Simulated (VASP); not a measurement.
```
BeS
1.0
    0.00000     2.35063     2.35063
    2.35063     0.00000     2.35063
    2.35063     2.35063     0.00000
Be S
1 1
Direct
  0.00000   0.00000   0.00000
  0.25000   0.25000   0.25000
```

Calculation: PBEsol GGA, VASP's PBE PAW potentials (set 64) (plane waves; VASP). Run with 500 eV cut-off, 10×10×10 Γ-centred mesh, Gaussian smearing of 0.050 eV, potentials Be S.

### Question
Predict the energy per atom (σ→0), pressure, band gap (on the k-mesh) with the smallest direct gap where there is one.

### Answer

- band gap (on the k-mesh): 2.70 eV
- smallest direct gap (on the k-mesh): 5.55 eV
- energy per atom (σ→0): -5247 meV/atom
- pressure: 10.00 GPa

Only differences to runs with the same potentials and settings are physical.

The structure was generated: BeS was put into the zinc blende type (F-43m), which need not be its known phase. It was relaxed first under an external pressure of 10 GPa.
